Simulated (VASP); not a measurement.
All values below come from AM05 GGA, VASP's PBE PAW potentials (set 64) (plane waves; VASP 6.6.1).

Input for VASP

### INCAR
```
SIGMA = 0.1   # width (eV)
LASPH = .TRUE.
LREAL = .FALSE.   # projection in real space or not
EDIFF = 1E-7   # SCF stop (eV)
SYSTEM = Ni3Si
ALGO = Normal
ENCUT = 520
PREC = Accurate
ISIF = 2   # forces and stress, cell fixed
LCHARG = .FALSE.
GGA = AM   # AM05
LWAVE = .FALSE.
NELM = 100
LMAXMIX = 4
ISMEAR = 1   # Methfessel-Paxton
```

File POSCAR:
```
Ni3Si
1
    3.4561088320     0.0000000000     0.0000000000
    0.0000000000     3.4561088320     0.0000000000
    0.0000000000     0.0000000000     3.4561088320
Si Ni
1 3
Direct
  0.0000000000   0.0000000000   0.0000000000
  0.0000000000   0.5000000000   0.5000000000
  0.5000000000   0.0000000000   0.5000000000
  0.5000000000   0.5000000000   0.0000000000
```

File KPOINTS:
```
Automatic mesh
0
Gamma
9 9 9
0 0 0
```

POTCAR, in this order: Si Ni (PBE.64 set). Program: vasp_std.

Output

### OSZICAR
```
       N       E                     dE             d eps       ncg     rms          rms(c)
DAV:   1     0.201536290703E+03    0.20154E+03   -0.15798E+04  1486   0.218E+03
DAV:   2    -0.184724805562E+02   -0.22001E+03   -0.21191E+03  1470   0.376E+02
DAV:   3    -0.294838745521E+02   -0.11011E+02   -0.10561E+02  1590   0.113E+02
DAV:   4    -0.297357198391E+02   -0.25185E+00   -0.24832E+00  1708   0.150E+01
DAV:   5    -0.297452007849E+02   -0.94809E-02   -0.94714E-02  1733   0.279E+00    0.215E+01
DAV:   6    -0.291295624157E+02    0.61564E+00   -0.60061E+01  1687   0.128E+02    0.168E+01
DAV:   7    -0.256244819203E+02    0.35051E+01   -0.17020E+01  1641   0.697E+01    0.452E+00
DAV:   8    -0.255611992101E+02    0.63283E-01   -0.73395E-01  1583   0.696E+00    0.150E+00
DAV:   9    -0.255418081744E+02    0.19391E-01   -0.35424E-02  1970   0.272E+00    0.598E-01
DAV:  10    -0.255391956164E+02    0.26126E-02   -0.34949E-03  1938   0.490E-01    0.258E-01
DAV:  11    -0.255386731514E+02    0.52247E-03   -0.76405E-04  2232   0.342E-01    0.557E-02
DAV:  12    -0.255386701724E+02    0.29789E-05   -0.11665E-04  1620   0.131E-01    0.164E-02
DAV:  13    -0.255386691192E+02    0.10532E-05   -0.71886E-06  1715   0.190E-02    0.948E-03
DAV:  14    -0.255386688476E+02    0.27160E-06   -0.70991E-07  1948   0.951E-03    0.327E-03
DAV:  15    -0.255386688240E+02    0.23654E-07   -0.22946E-07  1075   0.701E-03
   1 F= -.25538669E+02 E0= -.25538834E+02  d E =0.496227E-03
```

**OUTCAR**
```
------------------------ aborting loop because EDIFF is reached ----------------------------------------
  FORCE on cell =-STRESS in cart. coord.  units (eV):
  Direction    XX          YY          ZZ          XY          YZ          ZX
  --------------------------------------------------------------------------------------
  Total       -0.0099623     -0.0099623     -0.0099623     -0.0000000      0.0000000     -0.0000000
  in kB       -0.3866428     -0.3866428     -0.3866428     -0.0000000      0.0000000     -0.0000000
  external PRESSURE =      -0.3866428 kB  Pullay stress =       0.0000000 kB
  volume of cell :       41.28
      direct lattice vectors                 reciprocal lattice vectors
     3.456108832  0.000000000  0.000000000     0.289342740  0.000000000  0.000000000
     0.000000000  3.456108832  0.000000000     0.000000000  0.289342740  0.000000000
     0.000000000  0.000000000  3.456108832     0.000000000  0.000000000  0.289342740
 POSITION                                       TOTAL-FORCE (eV/Angst)
 -----------------------------------------------------------------------------------
      0.00000      0.00000      0.00000         0.000000      0.000000      0.000000
      0.00000      1.72805      1.72805         0.000000      0.000000      0.000000
      1.72805      0.00000      1.72805         0.000000      0.000000      0.000000
      1.72805      1.72805      0.00000         0.000000      0.000000      0.000000
 -----------------------------------------------------------------------------------
    total drift:                                0.000000      0.000000      0.000000
  FREE ENERGIE OF THE ION-ELECTRON SYSTEM (eV)
  ---------------------------------------------------
  free  energy   TOTEN  =       -25.5386688240 eV

  energy  without entropy=      -25.5391650506  energy(sigma->0) =      -25.53883423
```
(Selected blocks of OUTCAR.)

The compound is Ni3Si in the L1_2 structure. It was relaxed first. The run is not spin-polarised, so no magnetic state was tried.
